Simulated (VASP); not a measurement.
Output of a VASP run:

OSZICAR:
```
       N       E                     dE             d eps       ncg     rms          rms(c)
DAV:   1     0.295192285593E+03    0.29519E+03   -0.20570E+04  2680   0.131E+03
DAV:   2    -0.135803348732E+02   -0.30877E+03   -0.30458E+03  2784   0.372E+02
DAV:   3    -0.249163267391E+02   -0.11336E+02   -0.11213E+02  2624   0.687E+01
DAV:   4    -0.251149613078E+02   -0.19863E+00   -0.19833E+00  2664   0.866E+00
DAV:   5    -0.251191713858E+02   -0.42101E-02   -0.42107E-02  3088   0.118E+00    0.157E+01
DAV:   6    -0.248124732730E+02    0.30670E+00   -0.26372E+00  2400   0.125E+01    0.684E+00
DAV:   7    -0.247548360653E+02    0.57637E-01   -0.90714E-01  2376   0.727E+00    0.487E+00
DAV:   8    -0.247044715316E+02    0.50365E-01   -0.17583E-01  2440   0.363E+00    0.295E-01
DAV:   9    -0.247045593856E+02   -0.87854E-04   -0.10529E-02  2696   0.620E-01    0.148E-01
DAV:  10    -0.247045947204E+02   -0.35335E-04   -0.89043E-04  2480   0.225E-01    0.482E-02
DAV:  11    -0.247046155266E+02   -0.20806E-04   -0.67559E-05  2512   0.619E-02    0.159E-02
DAV:  12    -0.247046232610E+02   -0.77344E-05   -0.17029E-05  2584   0.302E-02    0.767E-03
DAV:  13    -0.247046227641E+02    0.49690E-06   -0.25177E-06  2592   0.128E-02    0.141E-03
DAV:  14    -0.247046228735E+02   -0.10944E-06   -0.22112E-07  1952   0.306E-03    0.641E-04
DAV:  15    -0.247046229883E+02   -0.11479E-06   -0.21741E-08  1272   0.994E-04    0.254E-04
DAV:  16    -0.247046230174E+02   -0.29100E-07   -0.50077E-09  1264   0.378E-04
   1 F= -.24704623E+02 E0= -.24704623E+02  d E =0.000000E+00
```

**OUTCAR**
```
------------------------ aborting loop because EDIFF is reached ----------------------------------------
  FORCE on cell =-STRESS in cart. coord.  units (eV):
  Direction    XX          YY          ZZ          XY          YZ          ZX
  --------------------------------------------------------------------------------------
  Total       -0.1875424     -0.1875424      0.4267929      0.0000000      0.0000000      0.0000000
  in kB       -3.6273704     -3.6273706      8.2548589      0.0000000      0.0000000      0.0000000
  external PRESSURE =       0.3333727 kB  Pullay stress =       0.0000000 kB
  volume of cell :       82.84
      direct lattice vectors                 reciprocal lattice vectors
     3.741041714  0.000000000  0.000000000     0.267305226  0.154328739  0.000000000
    -1.870520857  3.239837264  0.000000000     0.000000000  0.308657478  0.000000000
     0.000000000  0.000000000  6.834431188     0.000000000  0.000000000  0.146317956
 POSITION                                       TOTAL-FORCE (eV/Angst)
 -----------------------------------------------------------------------------------
     -0.00000      2.15989      0.05635         0.000000     -0.000000      0.094214
      1.87052      1.07994      3.47357         0.000000      0.000000      0.094214
     -0.00000      2.15989      2.50656         0.000000      0.000000     -0.094214
      1.87052      1.07994      5.92378        -0.000000     -0.000000     -0.094214
 -----------------------------------------------------------------------------------
    total drift:                               -0.002394      0.001382      0.000953
  FREE ENERGIE OF THE ION-ELECTRON SYSTEM (eV)
  ---------------------------------------------------
  free  energy   TOTEN  =       -24.7046230174 eV

  energy  without entropy=      -24.7046230174  energy(sigma->0) =      -24.70462302

 total charge

# of ion       s       p       d       tot
------------------------------------------
    1        0.317   6.181   6.204  12.702
    2        0.317   6.181   6.204  12.702
    3        1.441   2.312   0.145   3.898
    4        1.441   2.312   0.145   3.898
--------------------------------------------------
tot          3.518  16.986  12.697  33.200

 Electric field gradients after diagonalization (V/A^2)
 (convention: |V_zz| > |V_xx| > |V_yy|)
----------------------------------------------------------------------
 ion       V_xx      V_yy      V_zz     asymmetry (V_yy - V_xx)/ V_zz
----------------------------------------------------------------------
   1      15.316    15.313   -30.629       0.000
   2      15.316    15.313   -30.629       0.000
   3      -0.077    -0.077     0.154       0.003
   4      -0.077    -0.076     0.153       0.005
```
(Selected blocks of OUTCAR.)

File POSCAR:
```
RuSe
1
    3.7410417143     0.0000000000     0.0000000000
   -1.8705208572     3.2398372644     0.0000000000
    0.0000000000     0.0000000000     6.8344311884
Ru Se
2 2
Direct
  0.3333330000   0.6666670000   0.0082449618
  0.6666670000   0.3333330000   0.5082449618
  0.3333330000   0.6666670000   0.3667550382
  0.6666670000   0.3333330000   0.8667550382
```

Q: Reconstruct the remaining input files.

A: One answer among several that fit: the input of the run itself, PBE GGA, plane waves, VASP's PBE PAW potentials (set 64).

KPOINTS:
```
Automatic mesh
0
Gamma
11 11 5
0 0 0
```

**INCAR**
```
ISMEAR  =  -5
ALGO  =  Normal
LASPH  =  .TRUE.
LMAXMIX  =  4   # l cut-off of mixed one-centre charges
LCHARG  =  .TRUE.
EDIFF  =  1E-7   # SCF stop (eV)
SYSTEM  =  RuSe
NELM  =  100   # most electronic steps
LWAVE  =  .FALSE.
LREAL  =  .FALSE.
PREC  =  Accurate
GGA  =  PE   # PBE
LEFG  =  .TRUE.
LORBIT  =  11   # lm-projected
ISIF  =  2   # forces and stress, cell fixed
NEDOS  =  601
ENCUT  =  400   # plane-wave cut-off (eV)
```

POTCAR, in this order: Ru_pv Se (PBE.64 set). Program: vasp_std.

For a metal the tetrahedron method with Blöchl corrections gives inexact stress and forces.

The structure was generated: RuSe was put into the wurtzite type (P6_3mc), which need not be its known phase. It was relaxed first, which changed the volume by -29 %.
